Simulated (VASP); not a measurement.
Input for VASP

INCAR:
```
# general
SYSTEM   =  K
PREC     =  Accurate
ENCUT    =  480
LREAL    =  .False.
LASPH    =  .True.

# electronic loop
EDIFF    =  1E-6
NELM     =  100
ALGO     =  Normal
LMIXTAU  =  .True.

# smearing
ISMEAR   =  1
SIGMA    =  0.1

# functional
METAGGA  =  R2SCAN

# ions
IBRION   =  2
NSW      =  60
ISIF     =  3
EDIFFG   =  -0.01

# output
LWAVE    =  .False.
LCHARG   =  .False.
```

**KPOINTS**
```
Automatic mesh
0
Gamma
9 9 9
0 0 0
```

**POSCAR**
```
K
1
   -2.6400000000     2.6400000000     2.6400000000
    2.6400000000    -2.6400000000     2.6400000000
    2.6400000000     2.6400000000    -2.6400000000
K
1
Direct
  0.0000000000   0.0000000000   0.0000000000
```

POTCAR, in this order: K_sv (PBE.64 set). Program: vasp_std.

Question: Translate this r2SCAN calculation to Ansatz.

Answer: One equivalent input (not run):
Ansatz 0.2 input:
```yaml
crystal:
  lattice:
    - [-2.6400000, 2.6400000, 2.6400000]
    - [2.6400000, -2.6400000, 2.6400000]
    - [2.6400000, 2.6400000, -2.6400000]
  atoms:
    - { symbol: K, position: [0.0000000, 0.0000000, 0.0000000] }
kpoints:
  mp_grid: { grid: [9, 9, 9] }
hamiltonian:
  xc: r2scan
  pseudopotentials: { kind: paw }
scf:
  occupations: { method: methfessel_paxton, width: 0.1 }
  max_iter: 100
relax:
  max_steps: 60
  f_tol: 0.01
  cell: {}
output: { forces: true, stress: true, eigenvalues: true }
```
The two are equivalent in intent, not identical: each code has its own PAW files, so the cut-off isn't converted (ENCUT is set for VASP's; basis.ecutwfc is left out, and Ansatz then takes the one that its files recommend); Ansatz stops its SCF on the density residual and VASP on the energy change (EDIFF).

The compound is K in the bcc structure. This run relaxes it. Symmetry was kept, so distortions that lower it aren't found.
